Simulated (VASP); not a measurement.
Energy against volume of RuAl (CsCl type). Method: vdW-DF-cx, VASP's PBE PAW potentials (set 64) (plane waves; VASP 6.6.1). Settings: 520 eV cut-off, 12×12×12 Γ-centred mesh, first-order Methfessel-Paxton smearing of 0.10 eV, potentials Al Ru_pv.

```
V (Å³/atom)  E (eV/atom)
-----------  -----------
12.473          -5.21419
12.871          -5.24147
13.269          -5.24976
13.667          -5.24192
```

Q: Fit these four points and predict the energy of the run at 14.065 Å³/atom.

A: A cubic in V^(−2/3), the third-order Birch-Murnaghan form, passes through the four points with V0 = 13.26 Å³/atom and B0 = 216 GPa, and gives -5.2204 eV/atom there. The run gave -5.2204 eV/atom, -0.0 meV/atom from the fit; all five points give B0 = 216 GPa.

The compound is RuAl in the CsCl type structure. It was relaxed first.
